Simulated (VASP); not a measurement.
These are AM05 GGA, VASP's PBE PAW potentials (set 64) (plane waves; VASP 6.6.1) values and carry that method's errors.

A VASP calculation is set up with these files.

INCAR:
```
GGA=AM   # AM05
ENCUT=520
LMAXMIX=4   # l cut-off of mixed one-centre charges
LREAL=.False.
ISIF=2   # forces and stress, cell fixed
ISMEAR=1   # Methfessel-Paxton
SIGMA=0.1
LCHARG=.False.
EDIFF=1E-7
LASPH=.True.
PREC=Accurate
SYSTEM=Nb
NELM=100
ALGO=Normal   # blocked Davidson
LWAVE=.False.
```

File KPOINTS:
```
Automatic
0
gamma
 16 16 16
```

File POSCAR:
```
Nb
1
   -1.6497519868     1.6497519868     1.6497519868
    1.6497519868    -1.6497519868     1.6497519868
    1.6497519868     1.6497519868    -1.6497519868
Nb
1
Direct
  0.0000000000   0.0000000000   0.0000000000
```

POTCAR, in this order: Nb_sv (PBE.64 set). Program: vasp_std.

What VASP printed:

### OSZICAR
```
       N       E                     dE             d eps       ncg     rms          rms(c)
DAV:   1     0.115749540774E+03    0.11575E+03   -0.74834E+03  2908   0.129E+03
DAV:   2    -0.556892531724E+01   -0.12132E+03   -0.11843E+03  3140   0.446E+02
DAV:   3    -0.109078078697E+02   -0.53389E+01   -0.50334E+01  4390   0.774E+01
DAV:   4    -0.111678502105E+02   -0.26004E+00   -0.25869E+00  3944   0.160E+01
DAV:   5    -0.111838188632E+02   -0.15969E-01   -0.15958E-01  4502   0.300E+00    0.716E+00
DAV:   6    -0.107527863494E+02    0.43103E+00   -0.83552E-01  4490   0.121E+01    0.249E+00
DAV:   7    -0.106982781438E+02    0.54508E-01   -0.25171E-01  4552   0.654E+00    0.979E-01
DAV:   8    -0.107022743834E+02   -0.39962E-02   -0.13596E-02  3310   0.179E+00    0.583E-02
DAV:   9    -0.107023170795E+02   -0.42696E-04   -0.11012E-03  5140   0.405E-01    0.422E-02
DAV:  10    -0.107023372438E+02   -0.20164E-04   -0.22601E-05  3428   0.708E-02    0.164E-02
DAV:  11    -0.107023364220E+02    0.82181E-06   -0.90475E-06  3662   0.566E-02    0.329E-03
DAV:  12    -0.107023365207E+02   -0.98706E-07   -0.71364E-07  4312   0.103E-02
   1 F= -.10702337E+02 E0= -.10702094E+02  d E =-.726479E-03
```

OUTCAR:
```
------------------------ aborting loop because EDIFF is reached ----------------------------------------
  FORCE on cell =-STRESS in cart. coord.  units (eV):
  Direction    XX          YY          ZZ          XY          YZ          ZX
  --------------------------------------------------------------------------------------
  Total       -0.6098397     -0.6098397     -0.6098397     -0.0000000     -0.0000000      0.0000000
  in kB      -54.4014276    -54.4014276    -54.4014276     -0.0000000     -0.0000000      0.0000000
  external PRESSURE =     -54.4014276 kB  Pullay stress =       0.0000000 kB
  volume of cell :       17.96
      direct lattice vectors                 reciprocal lattice vectors
    -1.649751987  1.649751987  1.649751987     0.000000000  0.303075859  0.303075859
     1.649751987 -1.649751987  1.649751987     0.303075859  0.000000000  0.303075859
     1.649751987  1.649751987 -1.649751987     0.303075859  0.303075859  0.000000000
 POSITION                                       TOTAL-FORCE (eV/Angst)
 -----------------------------------------------------------------------------------
      0.00000      0.00000      0.00000         0.000000      0.000000      0.000000
 -----------------------------------------------------------------------------------
    total drift:                               -0.000000      0.000000      0.000000
  FREE ENERGIE OF THE ION-ELECTRON SYSTEM (eV)
  ---------------------------------------------------
  free  energy   TOTEN  =       -10.7023365207 eV

  energy  without entropy=      -10.7016100421  energy(sigma->0) =      -10.70209436
```
(Selected blocks of OUTCAR.)

The compound is Nb in the bcc structure. This cell is one point of a volume scan, at 1.03 of the reference volume.
